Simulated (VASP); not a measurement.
Consider the following.

```
ZrSe2
1.0
    1.92209    -3.32916     0.00000
    1.92209     3.32916     0.00000
    0.00000     0.00000     8.07158
Zr Se
1 2
Direct
  0.00000   0.00000   0.00000
  0.33333   0.66667   0.19604
  0.66667   0.33333   0.80396
```

Computed with RPBE GGA, VASP's PBE PAW potentials (set 64) (plane waves; VASP 6.6.1). Run with 520 eV cut-off, 8×8×3 Γ-centred mesh, tetrahedra with Blöchl corrections, potentials Zr_sv Se.

Without a dispersion term in the relaxation, distances and binding between the weakly bound layers, chains or molecules are unreliable, and so is what depends on them.

**Question.** Estimate the energy per atom (σ→0).

**Answer.** 
```yaml
energy per atom (σ→0): -6.212 eV/atom
```

Only differences to runs with the same potentials and settings are physical.

The compound is ZrSe2 in the 1T layered structure. It was relaxed first, which changed the volume by +37 %.
